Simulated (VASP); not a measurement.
Consider the following.

```
MoS2
1.0
    1.60500    -2.77994     0.00000
    1.60500     2.77994     0.00000
    0.00000     0.00000    12.28355
Mo S
2 4
Direct
  0.33333   0.66667   0.25000
  0.66667   0.33333   0.75000
  0.33333   0.66667   0.87992
  0.66667   0.33333   0.37992
  0.66667   0.33333   0.12008
  0.33333   0.66667   0.62008
```

Calculation: PBE GGA with D3 dispersion (Becke-Johnson damping), VASP's PBE PAW potentials (set 64) (plane waves; VASP). Run with 520 eV cut-off, 8×8×2 Γ-centred mesh, Gaussian smearing of 0.050 eV, potentials Mo_sv S.

Problem. The ions and cell shape at fixed volume are relaxed. Which structure does the run end with?

Solution. 
```
MoS2
1.0
    1.58368    -2.74301     0.00000
    1.58368     2.74301     0.00000
    0.00000     0.00000    12.61655
Mo S
2 4
Cartesian
  1.58368   0.91434   3.15414
  1.58368  -0.91434   9.46242
  1.58368   0.91434  11.02623
  1.58368  -0.91434   4.71795
  1.58368  -0.91434   1.59032
  1.58368   0.91434   7.89860
```
Space group P6_3/mmc (194), at a tolerance of 0.03 Å.

Problem. How much energy does the relaxation gain?

Solution. The energy (σ→0) changes by -20.3 meV/atom, in 8 ionic steps.

| step | E(σ→0) (eV) | max force (eV/Å) | pressure (GPa) | volume (Å³) |
|---|---|---|---|---|
| 1 | -46.0112 | 0.864 | -7.94 | 109.61 |
| 2 | -46.0852 | 0.057 | -4.35 | 109.61 |
| 3 | -46.0852 | 0.059 | -4.36 | 109.61 |
| 4 | -46.1202 | 0.014 | -3.12 | 109.61 |
| 5 | -46.1326 | 0.034 | -1.66 | 109.61 |
| 6 | -46.1327 | 0.032 | -1.72 | 109.61 |
| 7 | -46.1327 | 0.022 | -1.96 | 109.61 |
| 8 | -46.1328 | 0.001 | -1.86 | 109.61 |

The compound is MoS2 in the 2H layered structure. This cell is one point of a volume scan, at 1.06 of the reference volume. Symmetry was kept, so distortions that lower it aren't found.
